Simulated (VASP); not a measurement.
# AgB2 (P6/mmm) in VASP: notebook, part 2 of 2

VASP 6.6.1. Earlier steps stand in the parts before.

**4. Relaxation of cell and atoms, SCAN**

INCAR reads:

```
SYSTEM = AgB2
ALGO = Normal
EDIFF = 1E-6
EDIFFG = -0.02
ENCUT = 600
IBRION = 2
ISIF = 3
ISMEAR = -1
LASPH = .True.
LCHARG = .False.
LMIXTAU = .True.
LREAL = .False.
LWAVE = .False.
METAGGA = SCAN
NELM = 80
NSW = 40
PREC = Accurate
SIGMA = 0.05
```

KPOINTS reads:

```
k-points
0
Gamma
  10 10 8
  0 0 0
```

POSCAR reads:

```
AgB2
1.0
    3.0000000000      0.0000000000      0.0000000000
   -1.5000000000      2.5980762114      0.0000000000
    0.0000000000      0.0000000000      3.2400000000
Ag B
1 2
Direct
    0.0000000000      0.0000000000      0.0000000000
    0.6666666667      0.3333333333      0.5000000000
    0.3333333333      0.6666666667      0.5000000000
```

Potentials or basis: VASP PAW PBE potentials, release 64 (Ag, B).

The run is started by

```sh
cat potpaw_PBE.64/Ag/POTCAR potpaw_PBE.64/B/POTCAR > POTCAR
mpirun -np 1 vasp_std > vasp.out
```

OUTCAR:

```text
SYSTEM = AgB2
   EDIFF = 1E-6
   EDIFFG = -0.02
   ENCUT = 600
   IBRION = 2
   ISIF = 3
   ISMEAR = -1
   LASPH = .True.
   LREAL = .False.
   METAGGA = SCAN
   NELM = 80
   NSW = 40
   PREC = Accurate

 ion  position               nearest neighbor table
   1  0.000  0.000  0.000-   2 2.37   3 2.37   2 2.37   3 2.37   2 2.37   2 2.37   3 2.37   3 2.37
                             2 2.37   2 2.37   3 2.37   3 2.37
   2  0.667  0.333  0.500-   3 1.73   3 1.73   3 1.73   1 2.37   1 2.37   1 2.37   1 2.37   1 2.37
                             1 2.37
   3  0.333  0.667  0.500-   2 1.73   2 1.73   2 1.73   1 2.37   1 2.37   1 2.37   1 2.37   1 2.37
                             1 2.37

  LATTYP: Found a hexagonal cell.
 ALAT       =     3.0000000000
 C/A-ratio  =     1.0800000000

  Lattice vectors:

 A1 = (   3.0000000000,   0.0000000000,   0.0000000000)
 A2 = (  -1.5000000000,   2.5980762114,   0.0000000000)
 A3 = (   0.0000000000,   0.0000000000,   3.2400000000)

Analysis of symmetry for initial positions (statically):
=====================================================================
 Subroutine PRICEL returns:
 Original cell was already a primitive cell.

 Routine SETGRP: Setting up the symmetry group for a
 hexagonal supercell.

 Subroutine GETGRP returns: Found 24 space group operations
 (whereof 24 operations were pure point group operations)
 out of a pool of 24 trial point group operations.

The static configuration has the point symmetry D_6h.

Analysis of symmetry for dynamics (positions and initial velocities):
=====================================================================
 Subroutine PRICEL returns:
 Original cell was already a primitive cell.

 Routine SETGRP: Setting up the symmetry group for a
 hexagonal supercell.

 Subroutine GETGRP returns: Found 24 space group operations
 (whereof 24 operations were pure point group operations)
 out of a pool of 24 trial point group operations.

The dynamic configuration has the point symmetry D_6h.

 Subroutine INISYM returns: Found 24 space group operations
 (whereof 24 operations are pure point group operations),
 and found     1 'primitive' translations

----------------------------------------------------------------------------------------

[... 123 lines left out ...]
   LEPSILON=     F    determine dielectric tensor
   LRPA    =     F    only Hartree local field effects (RPA)
 conjugate gradient relaxation of ions
 non-spin polarized calculation
  energy-cutoff  :      600.00
  volume of cell :       25.25
 maximum number of plane-waves:       862
 NGX is ok and might be reduce to    24
   NGX = 11   NGY = 11   NGZ = 13

--------------------------------------- Ionic step        1  -------------------------------------------

 number of electron      16.9999998 magnetization

 Free energy of the ion-electron system (eV)
  ---------------------------------------------------
  ext. energy  EPLUGINS =         0.00000000
  ---------------------------------------------------
  free energy    TOTEN  =       -43.56028492 eV

  energy without entropy =      -43.54862867  energy(sigma->0) =      -43.55445679

 E-fermi :  10.5802     XC(G=0): -14.2731

 val. band max:       10.5734032438   @ k =   0.2000   0.1000   0.5000
 cond. band min:      10.6199080302   @ k =   0.3000   0.3000   0.3750
 fundamental gap:      0.0465047864
 Fermi energy:        10.5801574624

 k-point     1 :       0.0000    0.0000    0.0000
  band No.  band energies     occupation
      1      -4.4212      2.00000
      2       3.2417      2.00000
      3       3.7193      2.00000
      4       3.7194      2.00000
      5       5.3549      2.00000
      6       5.3550      2.00000
      7       7.3518      2.00000
      8      11.6666      0.00000
      9      11.6666      0.00000
     10      16.5797      0.00000
     11      16.6573      0.00000
     12      16.6573      0.00000
[... 449 lines left out ...]
  FREE ENERGIE OF THE ION-ELECTRON SYSTEM (eV)
  ---------------------------------------------------
  free  energy   TOTEN  =       -44.4215521014 eV

  energy  without entropy=      -44.4110495746  energy(sigma->0) =      -44.41630084

[... ionic steps 4 to 8 ...]

--------------------------------------- Ionic step        9  -------------------------------------------

 number of electron      16.9999996 magnetization

------------------------ aborting loop because EDIFF is reached ----------------------------------------
[... 69 lines left out ...]
--------------------------------------- Ionic step       11  -------------------------------------------

 number of electron      16.9999996 magnetization

 Free energy of the ion-electron system (eV)
  ---------------------------------------------------
  ext. energy  EPLUGINS =         0.00000000
  ---------------------------------------------------
  free energy    TOTEN  =       -44.75287087 eV

  energy without entropy =      -44.74607961  energy(sigma->0) =      -44.74947524

 E-fermi :   7.1355     XC(G=0): -12.8742

 val. band max:        7.1247888694   @ k =   0.4000   0.1000   0.2500
 cond. band min:       7.1372129429   @ k =   0.1000   0.1000   0.0000
 fundamental gap:      0.0124240735
 Fermi energy:         7.1355181377

 k-point     1 :       0.0000    0.0000    0.0000
  band No.  band energies     occupation
      1      -5.6542      2.00000
      2       1.2077      2.00000
      3       2.1110      2.00000
      4       2.1112      2.00000
      5       3.1118      2.00000
      6       3.1119      2.00000
      7       3.2183      2.00000
      8       8.4422      0.00000
      9       8.4422      0.00000
     10       8.6099      0.00000
     11      15.2676      0.00000
     12      15.2676      0.00000
[... 375 lines left out ...]
  FREE ENERGIE OF THE ION-ELECTRON SYSTEM (eV)
  ---------------------------------------------------
  free  energy   TOTEN  =       -44.7528708692 eV

  energy  without entropy=      -44.7460796124  energy(sigma->0) =      -44.74947524

 reached required accuracy - stopping structural energy minimisation
```

It took 10 min on 1 thread of Intel Xeon Platinum 8559C (Emerald Rapids), shared host; peak memory 0.17 GiB.

Results:

| Property | Result |
| --- | --- |
| Free energy | -44.7529 eV |
| Relaxed volume | 10.50 Å³/atom |
| Relaxed cell | a = 3.000 Å, b = 3.000 Å, c = 4.040 Å, α = 90.00°, β = 90.00°, γ = 120.00° |
| Space group after relaxing (to 0.05 Å) | P6/mmm (No. 191) |
| Energy gained by relaxing | 397.5 meV/atom |
| Ionic steps | 11 |
| Pressure after relaxing | 0.1 GPa |
| Band gap on the k mesh | none (metal or under the smearing width) |

Stress tensor (GPa, compression positive):
```
0.09 0.00 0.00
0.00 0.09 0.00
0.00 0.00 0.18
```

Step by step:
```
step  energy change (eV)  largest force (eV/Å)  pressure (GPa)  volume (Å³)
   1              0.0000                0.0000           50.50        25.25
   2             -0.5603                0.0000          -20.59        36.17
   3             -0.8613                0.0000           -3.87        31.24
   4             -1.1019                0.0000           -0.91        31.09
   5             -1.1766                0.0000            5.15        30.72
   6             -1.1847                0.0000            3.38        30.83
   7             -1.1847                0.0000            3.70        30.81
   8             -1.1897                0.0000           -1.82        31.96
   9             -1.1925                0.0000            0.01        31.51
  10             -1.1925                0.0000            0.27        31.49
  11             -1.1926                0.0000            0.12        31.50
```

Final structure:
```cif
data_structure
_symmetry_space_group_name_H-M 'P 1'
_symmetry_Int_Tables_number 1
_cell_length_a 3.0003
_cell_length_b 3.0003
_cell_length_c 4.0404
_cell_angle_alpha 90.000
_cell_angle_beta 90.000
_cell_angle_gamma 120.000
_cell_volume 31.50
loop_
_atom_site_label
_atom_site_type_symbol
_atom_site_fract_x
_atom_site_fract_y
_atom_site_fract_z
_atom_site_occupancy
Ag1 Ag 0.00000 0.00000 0.00000 1
B1 B 0.66667 0.33333 0.50000 1
B2 B 0.33333 0.66667 0.50000 1
```

Levels at points of the mesh, in eV from the Fermi level:
| k point | band 4 | band 5 | band 6 | band 7 | band 8 | band 9 | band 10 | band 11 | band 12 |
| --- | --- | --- | --- | --- | --- | --- | --- | --- | --- |
| (0.00, 0.00, 0.00) | -5.02 | -4.02 | -4.02 | -3.92 | 1.31 | 1.31 | 1.47 | 8.13 | 8.13 |
| (0.50, 0.00, 0.00) | -5.81 | -4.31 | -3.45 | -2.80 | -1.80 | 2.77 | 3.22 | 4.24 | 6.42 |
| (0.00, 0.00, 0.50) | -4.90 | -4.90 | -4.16 | -4.16 | 0.98 | 0.98 | 9.37 | 9.37 | 9.91 |
| (0.50, 0.00, 0.50) | -5.03 | -4.16 | -3.45 | -2.80 | -2.61 | -0.40 | 1.56 | 6.98 | 10.19 |

Caveat: the volume moved by over 15 % at a fixed basis, so the end points are rough; the PAW data sets were made with another functional, which shifts forces and pressure a little.

**5. Relaxation of cell and atoms, optB88-vdW**

INCAR reads:

```
SYSTEM = AgB2
AGGAC = 0.0
ALGO = Normal
EDIFF = 1E-6
EDIFFG = -0.02
ENCUT = 600
GGA = BO
IBRION = 2
ISIF = 3
ISMEAR = -1
LASPH = .True.
LCHARG = .False.
LREAL = .False.
LUSE_VDW = .True.
LWAVE = .False.
NELM = 80
NSW = 40
PARAM1 = 0.1833333333
PARAM2 = 0.22
PREC = Accurate
SIGMA = 0.05
```

KPOINTS is that of step 4.

POSCAR is that of step 4.

The run is started by

```sh
cat potpaw_PBE.64/Ag/POTCAR potpaw_PBE.64/B/POTCAR > POTCAR
mpirun -np 1 vasp_std > vasp.out
```

Run time: 4.4 min. Hardware: 1 thread of Intel Xeon Platinum 8559C (Emerald Rapids), shared host; peak memory 0.29 GiB.

It converged, with:

```yaml
Free_energy: -10.1054 eV
Relaxed_volume: 10.80 Å³/atom
Relaxed_cell: a = 3.007 Å, b = 3.007 Å, c = 4.137 Å, α = 90.00°, β = 90.00°, γ = 120.00°
Space_group_after_relaxing_to_0.05_Å: P6/mmm (No. 191)
Energy_gained_by_relaxing: 475.2 meV/atom
Ionic_steps: 9
Pressure_after_relaxing: 0.1 GPa
Band_gap_on_the_k_mesh: none (metal or under the smearing width)
```

Stress tensor (GPa, compression positive):
```
 0.19  0.00  0.00
 0.00  0.19  0.00
 0.00  0.00 -0.03
```

The path:
```csv
step,energy change (eV),largest force (eV/Å),pressure (GPa),volume (Å³)
1,0.0000,0.0000,55.30,25.25
2,-0.7294,0.0000,-19.54,37.35
3,-1.0421,0.0000,-3.69,32.02
4,-1.3053,0.0000,-1.12,31.86
5,-1.3765,0.0000,7.64,31.28
6,-1.4145,0.0000,3.43,31.55
7,-1.4148,0.0000,3.97,31.51
8,-1.4231,0.0000,-1.69,32.84
9,-1.4256,0.0000,0.12,32.40
```

Final structure:
```
Ag B
1.0
     3.00704    0.00000    0.00000
    -1.50352    2.60417    0.00000
     0.00000    0.00000    4.13700
Ag B
1 2
Cartesian
  0.0000 0.0000 0.0000
  1.5035 0.8681 2.0685
  0.0000 1.7361 2.0685
```

Levels at points of the mesh, in eV from the Fermi level:
| k point | band 4 | band 5 | band 6 | band 7 | band 8 | band 9 | band 10 | band 11 | band 12 |
| --- | --- | --- | --- | --- | --- | --- | --- | --- | --- |
| (0.00, 0.00, 0.00) | -4.76 | -3.83 | -3.83 | -3.69 | 0.92 | 1.25 | 1.25 | 7.83 | 7.83 |
| (0.50, 0.00, 0.00) | -5.53 | -4.10 | -3.28 | -2.70 | -1.58 | 2.62 | 2.88 | 3.81 | 5.77 |
| (0.00, 0.00, 0.50) | -4.67 | -4.67 | -3.94 | -3.94 | 1.00 | 1.00 | 6.98 | 8.86 | 8.86 |
| (0.50, 0.00, 0.50) | -4.68 | -4.00 | -3.27 | -2.81 | -2.30 | -0.44 | 1.46 | 6.78 | 9.20 |

Caveat: the volume moved by over 15 % at a fixed basis, so the end points are rough; the PAW data sets were made with another functional, which shifts forces and pressure a little.

**6. Overview**

| level | gap on the mesh (eV) | pressure (GPa) | relaxed volume (Å³/atom) |
| --- | --- | --- | --- |
| PW91 | none | 0.1 | 10.76 |
| r2SCAN | none | 0.0 | 10.68 |
| SCAN | none | 0.1 | 10.50 |
| optB88-vdW | none | 0.1 | 10.80 |

Alike in all rows: task relaxation of cell and atoms; potentials or basis VASP PAW PBE potentials, release 64 (Ag, B); no spin polarisation; cell relaxed; k mesh 10 × 10 × 8; cutoff (eV) 600; smearing fermi-dirac 0.05 eV.

Caveats: the volume moved by over 15 % at a fixed basis, so the end points are rough; the PAW data sets were made with another functional, which shifts forces and pressure a little.

Total energies depend on the potentials used, so only differences within one code and one set of settings carry meaning.
